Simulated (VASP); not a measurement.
Consider the following.

```
CELL_PARAMETERS angstrom
      4.09536     0.00000     0.00000
      0.00000     4.09536     0.00000
      0.00000     0.00000     4.09536
ATOMIC_POSITIONS crystal
  K  0.00000 0.00000 0.00000
  Zn 0.50000 0.50000 0.50000
  F  0.50000 0.00000 0.50000
  F  0.00000 0.50000 0.50000
  F  0.50000 0.50000 0.00000
```

All values below come from revTPSS meta-GGA, VASP's PBE PAW potentials (set 64) (plane waves; VASP). Run with 520 eV cut-off, 6×6×6 Γ-centred mesh, Gaussian smearing of 0.050 eV, potentials K_sv Zn F.

Question: Give the energy at these volumes per atom, relative to the lowest: 12.68, 13.09, 13.49, 13.90, 14.30 Å³.

Answer: 21.3, 7.3, 0.5, 0.0, 4.5 meV/atom. A third-order Birch-Murnaghan fit gives B0 = 73.8 GPa and B0′ = 5.0.

The compound is KZnF3 in the cubic perovskite structure. It was relaxed first.
